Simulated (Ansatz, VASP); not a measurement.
# Y2Si3O: VASP beside Ansatz

```xyz
6
Lattice="4.9848 0.0000 0.0000 -2.4924 4.3169 0.0000 0.0000 0.0000 5.2556" Properties=species:S:1:pos:R:3 pbc="T T T"
Y     0.0000    2.8780    0.0000
Y     2.4924    1.4390    0.0000
Si    2.4924    0.0000    2.6278
Si   -1.2462    2.1585    2.6278
Si    1.2462    2.1585    2.6278
O     0.0000    0.0000    0.0000
```

Change from the starting cell: species swapped into the YbCo3B2 type (P6/mmm, No. 191).

Alike in both runs: functional PBE; k mesh 6 × 6 × 4; occupations gaussian, width 0.1 eV; no spin polarisation.

Ansatz relaxed the structure, and its values are those at the end. VASP's run is a single point on that final structure, the one shown.

|  | VASP | Ansatz |
| --- | --- | --- |
| version | VASP 6.6.1 | Ansatz 0.2.0 |
| potentials or method | VASP PAW PBE potentials, release 64 (Y_sv, Si, O) | scalar-relativistic, plane waves, PAW |
| plane-wave cutoff (eV) | 520 | 420 |
| valence electrons in the cell | 40 | 40 |

|  | VASP | Ansatz | Ansatz less VASP |
| --- | --- | --- | --- |
| gap on the k mesh at the Fermi level (eV) | none | none | - |
| pressure (GPa) | 0.0 | 0.0 | +0.05 |

A gap of «none» marks a metal or a gap that the smearing closes.
